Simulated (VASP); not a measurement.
All values below come from r2SCAN meta-GGA, VASP's PBE PAW potentials (set 64) (plane waves; VASP).

Input for VASP

**INCAR**
```
ALGO = Normal
EDIFF = 1E-7
ENCUT = 400
ISIF = 2
ISMEAR = -5
LASPH = .True.
LCHARG = .False.
LMAXMIX = 4
LMIXTAU = .True.
LORBIT = 11
LREAL = .False.
LWAVE = .False.
METAGGA = R2SCAN
NEDOS = 601
NELM = 100
PREC = Accurate
SYSTEM = NbAs
```

File KPOINTS_OPT:
```
k-points along high-symmetry lines
6
Line-mode
Reciprocal
  0.000000   0.000000   0.000000 ! GAMMA
  0.500000   0.000000   0.000000 ! M

  0.500000   0.000000   0.000000 ! M
  0.333333   0.333333   0.000000 ! K

  0.333333   0.333333   0.000000 ! K
  0.000000   0.000000   0.000000 ! GAMMA

  0.000000   0.000000   0.000000 ! GAMMA
  0.000000   0.000000   0.500000 ! A

  0.000000   0.000000   0.500000 ! A
  0.500000   0.000000   0.500000 ! L

  0.500000   0.000000   0.500000 ! L
  0.333333   0.333333   0.500000 ! H

  0.333333   0.333333   0.500000 ! H
  0.000000   0.000000   0.500000 ! A

  0.500000   0.000000   0.500000 ! L
  0.500000   0.000000   0.000000 ! M

  0.333333   0.333333   0.500000 ! H
  0.333333   0.333333   0.000000 ! K
```

KPOINTS:
```
Regular mesh
0
Gamma
14 14 12
```

POSCAR:
```
NbAs
1
    3.4248871190    -0.0000000000     0.0000000000
   -1.7124435595     2.9660394079    -0.0000000000
    0.0000000000     0.0000000000     3.4580487155
Nb As
1 1
Direct
  0.0000000000   0.0000000000   0.0000000000
  0.6666670000   0.3333330000   0.5000000000
```

POTCAR, in this order: Nb_sv As (PBE.64 set). Program: vasp_std.

Output

File OSZICAR:
```
       N       E                     dE             d eps       ncg     rms          rms(c)
DAV:   1     0.928078031467E+02    0.92808E+02   -0.85760E+03  4384   0.114E+03
DAV:   2    -0.417893814645E+02   -0.13460E+03   -0.13134E+03  5468   0.385E+02
DAV:   3    -0.482979524581E+02   -0.65086E+01   -0.64145E+01  7062   0.683E+01
DAV:   4    -0.485881026937E+02   -0.29015E+00   -0.28906E+00  6286   0.142E+01
DAV:   5    -0.485998998213E+02   -0.11797E-01   -0.11787E-01  7271   0.238E+00    0.103E+01
DAV:   6    -0.409556969417E+02    0.76442E+01   -0.53473E+00  7150   0.294E+01    0.228E+00
DAV:   7    -0.409644733138E+02   -0.87764E-02   -0.70496E-01  5303   0.799E+00    0.139E+00
DAV:   8    -0.408880363425E+02    0.76437E-01   -0.56960E-01  5108   0.736E+00    0.710E-01
DAV:   9    -0.410365126798E+02   -0.14848E+00   -0.41963E-02  5308   0.235E+00    0.412E-01
DAV:  10    -0.411227636078E+02   -0.86251E-01   -0.78585E-02  5263   0.298E+00    0.123E-01
DAV:  11    -0.411212107394E+02    0.15529E-02   -0.98842E-03  4923   0.103E+00    0.157E-01
DAV:  12    -0.411231046034E+02   -0.18939E-02   -0.21238E-03  5103   0.412E-01    0.104E-01
DAV:  13    -0.411253530869E+02   -0.22485E-02   -0.63168E-03  5608   0.850E-01    0.341E-02
DAV:  14    -0.411258018120E+02   -0.44873E-03   -0.46360E-04  4948   0.200E-01    0.303E-02
DAV:  15    -0.411259376394E+02   -0.13583E-03   -0.99189E-05  5713   0.902E-02    0.117E-02
DAV:  16    -0.411261214751E+02   -0.18384E-03   -0.95040E-05  4733   0.101E-01    0.509E-03
DAV:  17    -0.411261165928E+02    0.48823E-05   -0.63255E-06  7290   0.223E-02    0.212E-03
DAV:  18    -0.411261195194E+02   -0.29266E-05   -0.56939E-07  4828   0.709E-03    0.124E-03
DAV:  19    -0.411261146479E+02    0.48715E-05   -0.16307E-07  3747   0.446E-03    0.359E-04
DAV:  20    -0.411261165136E+02   -0.18657E-05   -0.55875E-08  2684   0.266E-03    0.262E-04
DAV:  21    -0.411261151553E+02    0.13582E-05   -0.12033E-08  2604   0.152E-03    0.118E-04
DAV:  22    -0.411261151394E+02    0.15924E-07   -0.49424E-09  2579   0.845E-04
   1 F= -.41126115E+02 E0= -.41126115E+02  d E =0.000000E+00
       N       E                     dE             ncg
```

### OUTCAR
```
------------------------ aborting loop because EDIFF is reached ----------------------------------------
  FORCE on cell =-STRESS in cart. coord.  units (eV):
  Direction    XX          YY          ZZ          XY          YZ          ZX
  --------------------------------------------------------------------------------------
  Total       -0.0083424     -0.0083424      0.0420191     -0.0000000     -0.0000000      0.0000000
  in kB       -0.3804922     -0.3804922      1.9164751     -0.0000000     -0.0000000      0.0000000
  external PRESSURE =       0.3851636 kB  Pullay stress =       0.0000000 kB
  volume of cell :       35.13
      direct lattice vectors                 reciprocal lattice vectors
     3.424887119  0.000000000  0.000000000     0.291980426  0.168574969  0.000000000
    -1.712443560  2.966039408  0.000000000     0.000000000  0.337149937  0.000000000
     0.000000000  0.000000000  3.458048715     0.000000000  0.000000000  0.289180426
 POSITION                                       TOTAL-FORCE (eV/Angst)
 -----------------------------------------------------------------------------------
      0.00000      0.00000      0.00000        -0.000000      0.000000      0.000000
      1.71245      0.98868      1.72902         0.000000      0.000000      0.000000
 -----------------------------------------------------------------------------------
    total drift:                               -0.000231      0.000132      0.000000
  FREE ENERGIE OF THE ION-ELECTRON SYSTEM (eV)
  ---------------------------------------------------
  free  energy   TOTEN  =       -41.1261151394 eV

  energy  without entropy=      -41.1261151394  energy(sigma->0) =      -41.12611514

 total charge

# of ion       s       p       d       tot
------------------------------------------
    1        2.144   6.013   2.443  10.600
    2        1.201   1.699   0.072   2.972
--------------------------------------------------
tot          3.345   7.712   2.515  13.572
```
(Selected blocks of OUTCAR.)

For a metal the tetrahedron method with Blöchl corrections gives inexact stress and forces.

The structure was generated: NbAs was put into the WC type (P-6m2), which need not be its known phase. It was relaxed first, which changed the volume by -6 %.
